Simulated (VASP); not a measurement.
Input:

```
LaTl
1.0
    3.93600     0.00000     0.00000
    0.00000     3.93600     0.00000
    0.00000     0.00000     3.93600
Tl La
1 1
Direct
  0.50000   0.50000   0.50000
  0.00000   0.00000   0.00000
```

The numbers are results of r2SCAN+rVV10, VASP's PBE PAW potentials (set 64) (plane waves; VASP), not measurements. Run with 400 eV cut-off, 8×8×8 Γ-centred mesh, first-order Methfessel-Paxton smearing of 0.10 eV, potentials Tl_d La.

### Question
The ions, cell shape and volume are relaxed. Give the cell that the relaxation ends in.

### Answer

```
LaTl
1.0
    3.95195     0.00000     0.00000
    0.00000     3.95195     0.00000
    0.00000     0.00000     3.95195
Tl La
1 1
Direct
  0.50000   0.50000   0.50000
  0.00000   0.00000   0.00000
```
Space group Pm-3m (221), at a tolerance of 0.03 Å.

### Question
How do energy and volume change from the first to the last step?

### Answer
The energy (σ→0) changes by -0.8 meV/atom and the volume by +1.2 %, in 3 ionic steps.

The structure comes from a measured LaTl entry (Pm-3m) of the Crystallography Open Database, whose conditions weren't checked. This run relaxes it. Symmetry was kept, so distortions that lower it aren't found.
